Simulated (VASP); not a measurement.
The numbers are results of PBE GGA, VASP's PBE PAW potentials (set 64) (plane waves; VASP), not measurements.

Input for VASP

File POSCAR:
```
Au
1
    0.0000000000     2.0400000000     2.0400000000
    2.0400000000     0.0000000000     2.0400000000
    2.0400000000     2.0400000000     0.0000000000
Au
1
Direct
  0.0000000000   0.0000000000   0.0000000000
```

**KPOINTS**
```
K-points
0
G
14 14 14
0 0 0
```

INCAR:
```
# general
SYSTEM  = Au
PREC    = Accurate
ENCUT   = 400
LREAL   = .FALSE.
LASPH   = .FALSE.

# electronic loop
EDIFF   = 1E-6
NELM    = 100
ALGO    = Normal
LMAXMIX = 6

# smearing
ISMEAR  = 1
SIGMA   = 0.1

# functional
GGA     = PE

# ions
ISIF    = 2

# output
LWAVE   = .FALSE.
LCHARG  = .FALSE.
```

POTCAR, in this order: Au (PBE.64 set). Program: vasp_std.

Output

### OSZICAR
```
       N       E                     dE             d eps       ncg     rms          rms(c)
DAV:   1     0.326007649182E+02    0.32601E+02   -0.49681E+03  2216   0.859E+02
DAV:   2    -0.320821777601E+01   -0.35809E+02   -0.33505E+02  1942   0.174E+02
DAV:   3    -0.345709318566E+01   -0.24888E+00   -0.24879E+00  2242   0.151E+01
DAV:   4    -0.345769395443E+01   -0.60077E-03   -0.60076E-03  2131   0.808E-01
DAV:   5    -0.345769749709E+01   -0.35427E-05   -0.35435E-05  2133   0.596E-02    0.953E+00
DAV:   6    -0.321431409876E+01    0.24338E+00   -0.76845E-01  1909   0.863E+00    0.602E+00
DAV:   7    -0.319435111262E+01    0.19963E-01   -0.83120E-02  2000   0.281E+00    0.275E+00
DAV:   8    -0.319210915629E+01    0.22420E-02   -0.20190E-03  2002   0.458E-01    0.238E-01
DAV:   9    -0.319210140507E+01    0.77512E-05   -0.61339E-06  2044   0.277E-02    0.173E-02
DAV:  10    -0.319210695298E+01   -0.55479E-05   -0.23605E-06  2074   0.193E-02    0.197E-03
DAV:  11    -0.319210698275E+01   -0.29778E-07   -0.34955E-08   982   0.181E-03
   1 F= -.31921070E+01 E0= -.31922523E+01  d E =0.435901E-03
```

### OUTCAR
```
------------------------ aborting loop because EDIFF is reached ----------------------------------------
  FORCE on cell =-STRESS in cart. coord.  units (eV):
  Direction    XX          YY          ZZ          XY          YZ          ZX
  --------------------------------------------------------------------------------------
  Total        0.9619386      0.9619386      0.9619386      0.0000000      0.0000000      0.0000000
  in kB       90.7689751     90.7689751     90.7689751      0.0000000      0.0000000      0.0000000
  external PRESSURE =      90.7689751 kB  Pullay stress =       0.0000000 kB
  volume of cell :       16.98
      direct lattice vectors                 reciprocal lattice vectors
     0.000000000  2.040000000  2.040000000    -0.245098039  0.245098039  0.245098039
     2.040000000  0.000000000  2.040000000     0.245098039 -0.245098039  0.245098039
     2.040000000  2.040000000  0.000000000     0.245098039  0.245098039 -0.245098039
 POSITION                                       TOTAL-FORCE (eV/Angst)
 -----------------------------------------------------------------------------------
      0.00000      0.00000      0.00000        -0.000000     -0.000000     -0.000000
 -----------------------------------------------------------------------------------
    total drift:                               -0.000000     -0.000000     -0.000000
  FREE ENERGIE OF THE ION-ELECTRON SYSTEM (eV)
  ---------------------------------------------------
  free  energy   TOTEN  =        -3.1921069828 eV

  energy  without entropy=       -3.1925428842  energy(sigma->0) =       -3.19225228
```
(Selected blocks of OUTCAR.)

The compound is Au in the fcc structure. The cell was not relaxed at this level. The run is one of a series of settings (LASPH = .FALSE. against the base run), some of them coarse on purpose.
